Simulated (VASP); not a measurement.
Consider the following.

```xyz
6
Lattice="1.5534 -2.6906 0.0000 1.5534 2.6906 0.0000 0.0000 0.0000 11.5451" Properties=species:S:1:pos:R:3 pbc="T T T"
Mo     1.5534     0.8969     2.8863
Mo     1.5534    -0.8969     8.6588
S      1.5534     0.8969    10.2264
S      1.5534    -0.8969     4.4539
S      1.5534    -0.8969     1.3187
S      1.5534     0.8969     7.0913
```

Calculation: PBE GGA, VASP's PBE PAW potentials (set 64) (plane waves; VASP 6.6.1). Run with 500 eV cut-off, 8×8×2 Γ-centred mesh, Gaussian smearing of 0.050 eV, potentials Mo_sv S.

Without a dispersion term in the relaxation, distances and binding between the weakly bound layers, chains or molecules are unreliable, and so is what depends on them.

Task: What does the run give for the energy per atom (σ→0), pressure?

Result: 
energy per atom (σ→0): -695.2 kJ/mol-atom
pressure: 10.00 GPa

Only differences to runs with the same potentials and settings are physical.

The compound is MoS2 in the 2H layered structure. It was relaxed first under an external pressure of 10 GPa.
